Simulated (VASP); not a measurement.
A cell of CaB₂ (relaxed from the fluorite structure, space group Fm-3m) near equilibrium:

```xyz
3
Lattice="0.0000 2.9095 2.9095 2.9095 0.0000 2.9095 2.9095 2.9095 0.0000" Properties=species:S:1:pos:R:3 pbc="T T T"
Ca     0.0000     0.0000     0.0000
B      1.4547     1.4547     1.4547
B      4.3642     4.3642     4.3642
```

The numbers are results of PBEsol GGA, VASP's PBE PAW potentials (set 64) (plane waves; VASP), not measurements.

```tsv
run	ΔE (meV/atom)	σxx	σyy	σzz	largest shear component, with its sign (GPa)	largest force (eV/Å)
as it is	0.0	0.08	0.08	0.08	0.00	0.000
after one change	1.8	0.22	-0.07	0.22	-2.47	0.512
```
Stress is in GPa, positive when the cell is compressed.

Problem. What was changed between the two runs?
(A) atom 2 (B) moved by 0.100 Å along y
(B) atom 3 (B) moved by -0.200 Å along z
(C) atom 1 (Ca) moved by 0.075 Å along y
(D) biaxial strain of +1.5 % in the xz plane

Solution. A, atom 2 (B) moved by 0.100 Å along y

The structure was generated: CaB2 was put into the fluorite type (Fm-3m), which need not be its known phase.
